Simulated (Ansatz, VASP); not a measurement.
Two plane-wave programs on Hf4Br

INCAR

```
ALGO = Normal
EDIFF = 1E-6
EDIFFG = -0.04
ENCUT = 600
GGA = PE
IBRION = 2
ISIF = 3
ISMEAR = 0
LASPH = True
LCHARG = False
LREAL = False
LWAVE = False
NELM = 80
NSW = 90
PREC = Accurate
SIGMA = 0.1
```

File KPOINTS:

```
k-points
0
Gamma
  4 4 4
```

POSCAR

```
Hf4Br
1.0
    4.7231042800      0.0000000000      0.0000000000
    0.0000000000      4.7231042800      0.0000000000
    0.0000000000      0.0000000000      4.7231042800
Hf Br
4 1
Direct
    0.5000000000      0.5000000000      0.5000000000
    0.0000000000      0.5000000000      0.5000000000
    0.5000000000      0.0000000000      0.5000000000
    0.5000000000      0.5000000000      0.0000000000
    0.0000000000      0.0000000000      0.0000000000
```

Input for Ansatz:

```yaml
crystal:
  lattice:
    - [4.72310428, 0.0, 0.0]
    - [0.0, 4.72310428, 0.0]
    - [0.0, 0.0, 4.72310428]
  atoms:
    - { symbol: Hf, position: [0.5, 0.5, 0.5] }
    - { symbol: Hf, position: [0.0, 0.5, 0.5] }
    - { symbol: Hf, position: [0.5, 0.0, 0.5] }
    - { symbol: Hf, position: [0.5, 0.5, 0.0] }
    - { symbol: Br, position: [0.0, 0.0, 0.0] }
basis:
  ecutwfc: 420
kpoints:
  mp_grid: { grid: [4, 4, 4] }
hamiltonian:
  xc: pbe
scf:
  occupations: { method: gaussian, width: 0.1 }
  lower_state_search: "off"
output:
  forces: true
  stress: true
  eigenvalues: true
relax:
  adjacent_minimum: "off"
  f_tol: 0.04
  max_steps: 70
  cell: { stress_tol: 0.4 }
```

Change from the starting cell: species swapped into the Mn4N type (Pm-3m, No. 221).

Alike in both runs: task relaxation of cell and atoms; functional PBE; k mesh 4 × 4 × 4; occupations gaussian, width 0.1 eV; no spin polarisation.

```csv
,VASP,Ansatz
version,VASP 6.6.1,Ansatz 0.2.0
potentials or method,"VASP PAW PBE potentials, release 64 (Hf_pv, Br)","scalar-relativistic, plane waves, PAW"
plane-wave cutoff (eV),600,420
valence electrons in the cell,47,111
```

```tsv
	VASP	Ansatz	Ansatz less VASP
gap on the k mesh at the Fermi level, each at its own relaxed structure (eV)	none	none	-
relaxed volume (Å³/atom)	28.99	29.00	+0.015
relaxed cell length with the largest relative difference (Å)	5.253	5.254	+0.0009
energy change over the relaxation (meV/atom)	-600	-625	-25.3
```

A gap of «none» marks a metal or a gap that the smearing closes. The two sets of potentials don't hold the same shells in valence.

Caveats: the volume moved by over 15 % at a fixed basis, so the end points are rough (VASP); an odd number of electrons without spin polarisation forces a metal; a magnetic or distorted state may lie lower. Spin-orbit coupling is left out, which matters for the levels of Hf.
